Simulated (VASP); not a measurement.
Set up this calculation in VASP 6.6.1, as the native input.

* Task: relaxation of cell and atoms
* Functional: r2SCAN
* Potentials or basis: VASP PAW PBE potentials, release 64 (Cu, Pb_d)
* Cutoff: 600 eV
* k mesh: 9 × 9 × 8
* Occupations: methfessel-paxton, width 0.2 eV
* Spin: no spin polarisation
* Further INCAR settings: ALGO = Normal; EDIFF = 1e-07; IBRION = 2; EDIFFG = -0.01; NSW = 40; ISIF = 3

The structure of CuPb lies in POSCAR:

```
CuPb
1.0
    3.5146879200      0.0000000000      0.0000000000
   -1.7573439600      3.0438090300      0.0000000000
    0.0000000000      0.0000000000      3.4291011500
Cu Pb
1 1
Direct
    0.3333333300      0.6666666700      0.0000000000
    0.6666666700      0.3333333300      0.5000000000
```

The cell was built by a generator and needn't be a form met in nature.

One way to write it, as run:

INCAR

```
SYSTEM = CuPb
PREC = Accurate
ENCUT = 600
EDIFF = 1E-7
ISMEAR = 1
SIGMA = 0.2
LREAL = .False.
LASPH = .True.
NELM = 80
ALGO = Normal
ISIF = 3
LWAVE = .False.
LCHARG = .False.
METAGGA = R2SCAN
LMIXTAU = .True.
IBRION = 2
NSW = 40
EDIFFG = -0.01
```

KPOINTS

```
Automatic mesh
0
Gamma
  9 9 8
  0 0 0
```

Potentials or basis: VASP PAW PBE potentials, release 64 (Cu, Pb_d).

The run is started by

```sh
$ cat potpaw_PBE.64/Cu/POTCAR potpaw_PBE.64/Pb_d/POTCAR > POTCAR
$ mpirun -np 1 vasp_std > vasp.out
```

It gave:

| Property | Result |
| --- | --- |
| Relaxed volume | 21.59 Å³/atom |
| Relaxed cell | a = 3.607 Å, b = 3.607 Å, c = 3.832 Å, α = 90.00°, β = 90.00°, γ = 120.00° |
| Space group after relaxing (to 0.05 Å) | P-6m2 (No. 187) |
| Energy gained by relaxing | 162.4 meV/atom |
| Ionic steps | 12 |
| Pressure after relaxing | 0.0 GPa |
| Band gap on the k mesh | none (metal or under the smearing width) |

Caveat: the volume moved by over 15 % at a fixed basis, so the end points are rough; the PAW data sets were made with another functional, which shifts forces and pressure a little.

It took 14 min on 1 thread of Intel(R) Xeon(R) 6975P-C (Granite Rapids), on a shared host, peak memory 0.21 GiB.
